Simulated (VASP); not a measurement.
**SnTe: equilibrium volume by level of theory**

```cif
data_structure
_symmetry_space_group_name_H-M 'P 1'
_symmetry_Int_Tables_number 1
_cell_length_a 4.5054
_cell_length_b 4.5054
_cell_length_c 4.5054
_cell_angle_alpha 60.000
_cell_angle_beta 60.000
_cell_angle_gamma 60.000
_cell_volume 64.67
loop_
_atom_site_label
_atom_site_type_symbol
_atom_site_fract_x
_atom_site_fract_y
_atom_site_fract_z
_atom_site_occupancy
Sn1 Sn 0.00000 0.00000 0.00000 1
Te1 Te 0.50000 0.50000 0.50000 1
```

The cell is a database's computed one, not the measured one.

| rung | level | program and potentials | cutoff (eV) | k mesh | smearing | equilibrium volume (Å³/atom) | notes |
| --- | --- | --- | --- | --- | --- | --- | --- |
| LDA | LDA | VASP, LDA PAW files Sn_d, Te, 600 eV | 600 | 12 × 12 × 12 | gaussian 0.1 | 30.36 | 10 valence electrons an atom on average |
| GGA | PBE | VASP, PBE PAW files Sn_d, Te, 600 eV | 600 | 12 × 12 × 12 | gaussian 0.1 | 32.91 | 10 valence electrons an atom on average |
| GGA + dispersion | PBE+D3(BJ) | VASP, PBE PAW files Sn_d, Te, 600 eV | 600 | 12 × 12 × 12 | gaussian 0.1 | 31.39 | 10 valence electrons an atom on average |
| GGA | PBEsol | VASP, PBE PAW files Sn, Te, 580 eV | 580 | 12 × 12 × 12 | gaussian 0.1 | 31.09 | potentials made for PBE; 5 valence electrons an atom on average |
| GGA | PBEsol | VASP, PBE PAW files Sn_d, Te, 300 eV | 300 | 12 × 12 × 12 | gaussian 0.1 | 30.94 | potentials made for PBE; 10 valence electrons an atom on average |
| GGA | PBEsol | VASP, PBE PAW files Sn_d, Te, 600 eV | 600 | 12 × 12 × 12 | gaussian 0.1 | 31.11 | potentials made for PBE; 10 valence electrons an atom on average |
| GGA | PBEsol | VASP, PBE PAW files Sn_d, Te, 600 eV | 600 | 4 × 4 × 4 | gaussian 0.1 | 30.67 | coarse mesh; potentials made for PBE; 10 valence electrons an atom on average |
| GGA | RPBE | VASP, PBE PAW files Sn_d, Te, 600 eV | 600 | 12 × 12 × 12 | gaussian 0.1 | 34.05 | potentials made for PBE; 10 valence electrons an atom on average |

Task: relaxation of cell and atoms. All rows: no spin polarisation. Smearing widths are in eV. Meshes differ between rows, which moves values too. Meshes are those of the run's cell of 2 atoms unless a note names another. Relaxations start from the cell shown or near it and stop with a little pressure left. Runs on faulty files, with rough fits or with known faults for this quantity aren't shown. No row holds spin-orbit coupling.

By rung: LDA 30.36; GGA 30.94 to 34.05; GGA + dispersion 31.39; GGA on coarse meshes 30.67 (Å³/atom).
